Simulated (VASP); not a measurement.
All values below come from r2SCAN meta-GGA, VASP's PBE PAW potentials (set 64) (plane waves; VASP).

The input files of a VASP run:

File POSCAR:
```
SiO2
1
    4.9289871515     0.0000000000    -0.0000000000
   -2.4644935758     4.2686282555     0.0000000000
   -0.0000000000     0.0000000000     5.4248134933
Si O
3 6
Direct
  0.4696802562   1.0000000000   0.8333330000
  0.0000000000   0.4696802562   0.1666670000
  0.5303197438   0.5303197438   0.5000000000
  0.4133682955   0.2675146157   0.7141006968
  0.7324853843   0.1458536797   0.0474346968
  0.8541463203   0.5866317045   0.3807676968
  0.1458536797   0.7324853843   0.9525653032
  0.2675146157   0.4133682955   0.2858993032
  0.5866317045   0.8541463203   0.6192323032
```

**KPOINTS**
```
Automatic mesh
0
Gamma
7 7 5
0 0 0
```

**INCAR**
```
SYSTEM = SiO2
NELM = 100   # most electronic steps
SIGMA = 0.01   # width (eV)
PREC = Accurate
ENCUT = 520   # plane-wave cut-off (eV)
METAGGA = R2SCAN
NBANDS = 87
LASPH = T   # aspherical one-centre terms
LPEAD = T
NEDOS = 1001   # DOS grid
LCHARG = F
ALGO = Normal   # blocked Davidson
LMIXTAU = T
LREAL = F
LWAVE = F
ISMEAR = 0   # Gaussian
EDIFF = 1E-7
LOPTICS = T
CSHIFT = 0.1
```

POTCAR, in this order: Si O (PBE.64 set). Program: vasp_std.

### Question
Predict the energy per atom (σ→0).

### Answer

- energy per atom (σ→0) = -9.937 eV/atom

**OSZICAR**
```
...
DAV:  23    -0.894308009719E+02   -0.22863E-04   -0.56213E-06  5977   0.816E-03    0.833E-03
DAV:  24    -0.894308032786E+02   -0.23067E-05   -0.91588E-07  6242   0.326E-03    0.167E-02
DAV:  25    -0.894308067135E+02   -0.34349E-05   -0.79132E-07  5932   0.346E-03    0.158E-02
DAV:  26    -0.894308080536E+02   -0.13402E-05   -0.48662E-07  5996   0.286E-03    0.556E-03
DAV:  27    -0.894308092065E+02   -0.11528E-05   -0.11908E-07  5747   0.123E-03    0.616E-04
DAV:  28    -0.894308091228E+02    0.83632E-07   -0.94606E-09  5241   0.352E-04
   1 F= -.89430809E+02 E0= -.89430809E+02  d E =-.350315E-11
 imaginary and real dielectric function
```

The structure was generated: SiO2 was put into the alpha-quartz type (P3_121), which need not be its known phase. It was relaxed first.
